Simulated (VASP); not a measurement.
Method: PBE GGA with D3 dispersion (zero damping), VASP's PBE PAW potentials (set 64) (plane waves; VASP).

A VASP calculation is set up with these files.

KPOINTS:
```
Automatic mesh
0
Gamma
5 5 7
0 0 0
```

**POSCAR**
```
MnF2
1
    4.8922873346     0.0000000000     0.0000000000
    0.0000000000     4.8922873346     0.0000000000
    0.0000000000     0.0000000000     3.3239682883
Mn F
2 4
Direct
  0.0000000000   0.0000000000   0.0000000000
  0.5000000000   0.5000000000   0.5000000000
  0.3035975797   0.3035975797   1.0000000000
  0.8035975797   0.1964024203   0.5000000000
  0.1964024203   0.8035975797   0.5000000000
  0.6964024203   0.6964024203   0.0000000000
```

### INCAR
```
! general
SYSTEM   =  MnF2
PREC     =  Accurate
ENCUT    =  520
LREAL    =  F
LASPH    =  T

! electronic loop
EDIFF    =  1E-7
NELM     =  100
ALGO     =  Normal
LMAXMIX  =  4

! smearing
ISMEAR   =  0
SIGMA    =  0.05

! functional
GGA      =  PE
IVDW     =  11

! spin
ISPIN    =  2
MAGMOM   =  4.5 -4.5 -0.0 2*0.0 -0.0

! ions
IBRION   =  2
NSW      =  30
ISIF     =  4
EDIFFG   =  -0.01

! output
LWAVE    =  F
LCHARG   =  F
LORBIT   =  10
```

POTCAR, in this order: Mn_pv F (PBE.64 set). Program: vasp_std.

### Question
What does the run give for the energy per atom (σ→0), cell moment, dispersion energy?

### Answer

```
Property                       Result
---------------------  --------------
energy per atom (σ→0)  -6.704 eV/atom
cell moment                   0.00 μB
dispersion energy           -0.791 eV
```

**OSZICAR**
```
...
       N       E                     dE             d eps       ncg     rms          rms(c)
DAV:   1    -0.394341857131E+02   -0.56596E-04   -0.14845E-01  3072   0.274E+00    0.139E-01
DAV:   2    -0.394343158376E+02   -0.13012E-03   -0.33202E-03  3104   0.388E-01    0.819E-02
DAV:   3    -0.394342569347E+02    0.58903E-04   -0.61801E-05  4088   0.720E-02    0.425E-02
DAV:   4    -0.394342397575E+02    0.17177E-04   -0.23281E-05  3584   0.370E-02    0.141E-02
DAV:   5    -0.394342405964E+02   -0.83894E-06   -0.23478E-06  3304   0.114E-02    0.744E-03
DAV:   6    -0.394342406547E+02   -0.58300E-07   -0.16534E-07  2552   0.329E-03
   3 F= -.40225621E+02 E0= -.40225621E+02  d E =-.109021E-03  mag=    -0.0000
```

The compound is MnF2 in the rutile structure. This run relaxes it. Symmetry was kept, so distortions that lower it aren't found.
